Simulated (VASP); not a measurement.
Consider the following.

```xyz
2
Lattice="0.0000 2.1087 2.1087 2.1087 0.0000 2.1087 2.1087 2.1087 0.0000" Properties=species:S:1:pos:R:3 pbc="T T T"
Ti     0.0000     0.0000     0.0000
N      2.1087     2.1087     2.1087
```

All values below come from vdW-DF-cx, VASP's PBE PAW potentials (set 64) (plane waves; VASP). Run with 520 eV cut-off, 17×17×17 Γ-centred mesh, tetrahedra with Blöchl corrections, potentials Ti_sv N.

Q: Estimate the energy per atom (σ→0), band gap (on the k-mesh) with the smallest direct gap where there is one.

A: 
```json
{
 "band gap (on the k-mesh)": "none (metal, semimetal or under 0.01 eV)",
 "energy per atom (σ→0)": "-772.9 kJ/mol of atoms"
}
```

Only differences to runs with the same potentials and settings are physical.

The compound is TiN in the rock salt structure. It was relaxed first. The electron count is odd and the run is not spin-polarised, which forces a metal.
